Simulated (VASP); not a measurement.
Output of a VASP run:

OUTCAR:
```
 ion  position               nearest neighbor table
   1  0.000  0.000  0.000-   2 2.68   2 2.68   2 2.68   2 2.68
   2  0.250  0.250  0.250-   1 2.68   1 2.68   1 2.68   1 2.68
  LATTYP: Found a face centered cubic cell.
 ALAT       =     6.1952434028
 Subroutine PRICEL returns:
 Original cell was already a primitive cell.
 Subroutine GETGRP returns: Found 24 space group operations
The static configuration has the point symmetry T_d .
The dynamic configuration has the point symmetry T_d .
 Subroutine INISYM returns: Found 24 space group operations
 Subroutine IBZKPT returns following result:
 Found     29 irreducible k-points:

 Following reciprocal coordinates:
            Coordinates               Weight
  0.000000  0.000000  0.000000      1.000000
  0.125000  0.000000  0.000000      8.000000
  0.250000  0.000000  0.000000      8.000000
  0.375000  0.000000  0.000000      8.000000
  0.500000  0.000000  0.000000      4.000000
  0.125000  0.125000  0.000000      6.000000
  0.250000  0.125000  0.000000     24.000000
  0.375000  0.125000  0.000000     24.000000
  0.500000  0.125000  0.000000     24.000000
 -0.375000  0.125000  0.000000     24.000000
 -0.250000  0.125000  0.000000     24.000000
 -0.125000  0.125000  0.000000     12.000000
  0.250000  0.250000  0.000000      6.000000
  0.375000  0.250000  0.000000     24.000000
  0.500000  0.250000  0.000000     24.000000
 -0.375000  0.250000  0.000000     24.000000
 -0.250000  0.250000  0.000000     12.000000
  0.375000  0.375000  0.000000      6.000000
  0.500000  0.375000  0.000000     24.000000
 -0.375000  0.375000  0.000000     12.000000
  0.500000  0.500000  0.000000      3.000000
  0.375000  0.250000  0.125000     24.000000
  0.500000  0.250000  0.125000     48.000000
 -0.375000  0.250000  0.125000     24.000000
  0.500000  0.375000  0.125000     24.000000
 -0.375000  0.375000  0.125000     48.000000
 -0.250000  0.375000  0.125000     24.000000
 -0.375000  0.500000  0.125000     12.000000
 -0.250000  0.500000  0.250000      6.000000
   k-points           NKPTS =     29   k-points in BZ     NKDIM =     29   number of bands    NBANDS=     13
   number of dos      NEDOS =    601   number of ions     NIONS =      2
   total plane-waves  NPLWV =  46656
   dimension x,y,z NGX =    36 NGY =   36 NGZ =   36
   dimension x,y,z NGXF=    72 NGYF=   72 NGZF=   72
   ions per type =               1   1
   PREC   = accura    normal or accurate (medium, high low for compatibility)
   ISTART =      0    job   : 0-new  1-cont  2-samecut
   ICHARG =      2    charge: 1-file 2-atom 10-const
   ISPIN  =      1    spin polarized calculation?
   LNONCOLLINEAR =      F non collinear calculations
   LSORBIT =      F    spin-orbit coupling
   INIWAV =      1    electr: 0-lowe 1-rand  2-diag
   ENCUT  =  520.0 eV  38.22 Ry    6.18 a.u.   8.15  8.15  8.15*2*pi/ulx,y,z
   NELM   =    100;   NELMIN=  2; NELMDL= -5     # of ELM steps
   EDIFF  = 0.1E-06   stopping-criterion for ELM
   LREAL  =      F    real-space projection
   NLSPLINE    = F    spline interpolate recip. space projectors
   LMAXMIX     =    4 max onsite mixed and CHGCAR
   VOSKOWN=      0    Vosko Wilk Nusair interpolation
   EDIFFG = 0.1E-05   stopping-criterion for IOM
   NSW    =      0    number of steps for IOM
   NBLOCK =      1;   KBLOCK =      1    inner block; outer block
   IBRION =     -1    ionic relax: 0-MD 1-quasi-New 2-CG
   NFREE  =      0    steps in history (QN), initial steepest desc. (CG)
   ISIF   =      2    stress and relaxation
   ISYM   =      2    0-nonsym 1-usesym 2-fastsym
   TEIN   =    0.0    initial temperature
   TEBEG  =    0.0;   TEEND  =   0.0 temperature during run
   SMASS  =  -3.00    Nose mass-parameter (am)
   PSTRESS=    0.0 pullay stress
   NELECT =      18.0000    total number of electrons
   EFERMI =   0.00;   METHOD = LEGACY
   ISMEAR =    -5;   SIGMA  =   0.20  broadening in eV -4-tet -1-fermi 0-gaus
   IALGO  =     38    algorithm
...
```

File OSZICAR:
```
       N       E                     dE             d eps       ncg     rms          rms(c)
DAV:   1     0.105497778193E+03    0.10550E+03   -0.77193E+03   759   0.144E+03
DAV:   2     0.287206239072E+01   -0.10263E+03   -0.96124E+02   759   0.263E+02
DAV:   3    -0.473622679466E+01   -0.76083E+01   -0.74734E+01  1035   0.832E+01
DAV:   4    -0.499436023719E+01   -0.25813E+00   -0.25796E+00   895   0.134E+01
DAV:   5    -0.500224318640E+01   -0.78829E-02   -0.78828E-02  1121   0.248E+00    0.452E+00
DAV:   6    -0.494311856695E+01    0.59125E-01   -0.22745E+00   824   0.421E+01    0.292E+00
DAV:   7    -0.485927759115E+01    0.83841E-01   -0.53224E-01   804   0.245E+01    0.163E+00
DAV:   8    -0.486393944812E+01   -0.46619E-02   -0.31561E-02  1138   0.225E+00    0.372E-01
DAV:   9    -0.486274664133E+01    0.11928E-02   -0.99789E-03   958   0.308E+00    0.875E-02
DAV:  10    -0.486321908675E+01   -0.47245E-03   -0.10376E-03   820   0.314E-01    0.268E-02
DAV:  11    -0.486325571591E+01   -0.36629E-04   -0.80232E-05  1133   0.187E-01    0.193E-02
DAV:  12    -0.486326735607E+01   -0.11640E-04   -0.47604E-05   802   0.118E-01    0.141E-02
DAV:  13    -0.486326893856E+01   -0.15825E-05   -0.11751E-06  1060   0.115E-02    0.197E-03
DAV:  14    -0.486326903642E+01   -0.97858E-07   -0.61143E-08   592   0.570E-03
   1 F= -.48632690E+01 E0= -.48632690E+01  d E =0.000000E+00
```

OUTCAR:
```
------------------------ aborting loop because EDIFF is reached ----------------------------------------
  FORCE on cell =-STRESS in cart. coord.  units (eV):
  Direction    XX          YY          ZZ          XY          YZ          ZX
  --------------------------------------------------------------------------------------
  Total       -0.0049473     -0.0049473     -0.0049473      0.0000000      0.0000000      0.0000000
  in kB       -0.1333412     -0.1333412     -0.1333412      0.0000000      0.0000000      0.0000000
  external PRESSURE =      -0.1333412 kB  Pullay stress =       0.0000000 kB
  volume of cell :       59.44
      direct lattice vectors                 reciprocal lattice vectors
     0.000000000  3.097621701  3.097621701    -0.161414158  0.161414158  0.161414158
     3.097621701  0.000000000  3.097621701     0.161414158 -0.161414158  0.161414158
     3.097621701  3.097621701  0.000000000     0.161414158  0.161414158 -0.161414158
  FREE ENERGIE OF THE ION-ELECTRON SYSTEM (eV)
  ---------------------------------------------------
  free  energy   TOTEN  =        -4.8632690364 eV

  energy  without entropy=       -4.8632690364  energy(sigma->0) =       -4.86326904

 total charge

# of ion       s       p       d       tot
------------------------------------------
    1        0.300   0.221   9.343   9.865
    2        1.494   2.765   0.045   4.303
--------------------------------------------------
tot          1.794   2.986   9.388  14.168
```
(Selected blocks of OUTCAR.)

POSCAR:
```
CuI
1
    0.0000000000     3.0976217014     3.0976217014
    3.0976217014     0.0000000000     3.0976217014
    3.0976217014     3.0976217014     0.0000000000
Cu I
1 1
Direct
  0.0000000000   0.0000000000   0.0000000000
  0.2500000000   0.2500000000   0.2500000000
```

Task: Write an INCAR and KPOINTS that could have produced this output.

Result: This is not unique; one that fits is the input of the run itself, RPBE GGA, plane waves, VASP's PBE PAW potentials (set 64).

**KPOINTS**
```
Automatic mesh
0
Gamma
8 8 8
0 0 0
```

### INCAR
```
SYSTEM = CuI
PREC = Accurate; ENCUT = 520; LREAL = .FALSE.
LASPH = .TRUE.
EDIFF = 1E-7; NELM = 100; ALGO = Normal
LMAXMIX = 4
ISMEAR = -5
GGA = RP
ISIF = 2
LWAVE = .FALSE.; LCHARG = .TRUE.; LORBIT = 11
NEDOS = 601
```

POTCAR, in this order: Cu I (PBE.64 set). Program: vasp_std.

The compound is CuI in the zinc blende structure. It was relaxed first, which changed the volume by +7 %.
